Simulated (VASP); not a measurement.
Consider the following.

```xyz
2
Lattice="0.0000 2.9100 2.9100 2.9100 0.0000 2.9100 2.9100 2.9100 0.0000" Properties=species:S:1:pos:R:3 pbc="T T T"
Cd     0.0000     0.0000     0.0000
S      1.4550     1.4550     1.4550
```

Level of theory: LDA (Ceperley-Alder, Perdew-Zunger), VASP's LDA PAW potentials (set 64) (plane waves; VASP 6.6.1). Settings: 300 eV cut-off, 5×5×5 Γ-centred mesh, Fermi-Dirac smearing of 0.050 eV, potentials Cd S.

At this cut-off the stress carries a Pulay error, which pulls relaxed volumes low.

Task: Give the stress tensor in GPa (positive for a compressed cell).

Result: 
```
-1.69   0.00   0.00
 0.00  -1.69   0.00
 0.00   0.00  -1.69
```
The pressure is its mean diagonal, -1.69 GPa.

The structure is a typed CdS crystal. The cell was not relaxed at this level.
